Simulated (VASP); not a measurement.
Data:

```
CELL_PARAMETERS angstrom
      3.48144     0.00000     0.00000
     -1.74072     3.01502     0.00000
      0.00000     0.00000     5.82824
ATOMIC_POSITIONS crystal
  Zn 0.33333 0.66667 0.00355
  Zn 0.66667 0.33333 0.50355
  S  0.33333 0.66667 0.37145
  S  0.66667 0.33333 0.87145
```

The numbers are results of PBEsol GGA, VASP's PBE PAW potentials (set 64) (plane waves; VASP), not measurements. Settings: 500 eV cut-off, 7×7×4 Γ-centred mesh, Gaussian smearing of 0.050 eV, potentials Zn S.

Estimate the energy per atom (σ→0), pressure.

```json
{
 "energy per atom (σ→0)": "-3.487 eV/atom",
 "pressure": "30.03 GPa"
}
```

Only differences to runs with the same potentials and settings are physical.

The structure was generated: ZnS was put into the wurtzite type (P6_3mc), which need not be its known phase. It was relaxed first under an external pressure of 30 GPa.
